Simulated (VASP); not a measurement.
Set up this calculation in VASP 6.6.1, as the native input.

```
Task                   : single point
Functional             : LDA
Potentials or basis    : VASP PAW LDA potentials, release 64 (Mo_sv, S)
Cutoff                 : 520 eV
k mesh                 : 8 × 8 × 2
Occupations            : fermi-dirac, width 0.05 eV
Spin                   : no spin polarisation
Further INCAR settings : ALGO = Fast; EDIFF = 1e-06
```

The structure of MoS2 lies in POSCAR:

```
MoS2
1.0
    3.1610000000      0.0000000000      0.0000000000
   -1.5805000000      2.7375063014      0.0000000000
    0.0000000000      0.0000000000     15.9835000000
Mo S
2 4
Direct
    0.3333333333      0.6666666667      0.2500000000
    0.6666666667      0.3333333333      0.7500000000
    0.6666666667      0.3333333333      0.3479134733
    0.6666666667      0.3333333333      0.1520865267
    0.3333333333      0.6666666667      0.8479134733
    0.3333333333      0.6666666667      0.6520865267
```

The cell was built by a generator and needn't be a form met in nature.

The input as run:

INCAR

```
SYSTEM = MoS2
ALGO = Fast
EDIFF = 1E-6
ENCUT = 520
ISIF = 2
ISMEAR = -1
LASPH = .True.
LCHARG = .False.
LREAL = .False.
LWAVE = .False.
NELM = 100
PREC = Accurate
SIGMA = 0.05
```

KPOINTS

```
k-points
0
Gamma
  8 8 2
  0 0 0
```

Potentials or basis: VASP PAW LDA potentials, release 64 (Mo_sv, S).

Launch:

```console
$ cat potpaw_LDA.64/Mo_sv/POTCAR potpaw_LDA.64/S/POTCAR > POTCAR
$ mpirun -np 1 vasp_std > vasp.out
```

Results of the run:

```yaml
Pressure: -3.9 GPa
Largest_force: 0.474 eV/Å
Band_gap_on_the_k_mesh: 1.87 eV, indirect (least direct gap 2.06 eV)
```

Wall time 77 s on 1 thread of Intel(R) Xeon(R) 6975P-C (Granite Rapids), with other jobs on the host, peak memory 0.22 GiB.
